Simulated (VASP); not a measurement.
Given:

```
GaN
1.0
    0.00000     2.26000     2.26000
    2.26000     0.00000     2.26000
    2.26000     2.26000     0.00000
Ga N
1 1
Direct
  0.00000   0.00000   0.00000
  0.25000   0.25000   0.25000
```

Method: PBE GGA, VASP's PBE PAW potentials (set 64) (plane waves; VASP 6.6.1). Numerical set-up: PREC = Normal, 500 eV cut-off, 6×6×6 Γ-centred mesh, Gaussian smearing of 0.010 eV, potentials Ga_d_GW N_GW_new.

Problem. What does the run give for the energy per atom (σ→0), pressure, band gap (on the k-mesh) with the smallest direct gap where there is one?

Solution. 
| Item | Result |
|---|---|
| band gap (on the k-mesh) | 1.67 eV |
| smallest direct gap (on the k-mesh) | 1.67 eV |
| energy per atom (σ→0) | -6.070 eV/atom |
| pressure | 2.87 GPa |

The compound is GaN in the zinc blende structure, a metastable form; wurtzite is the usual one. The cell was not relaxed at this level.
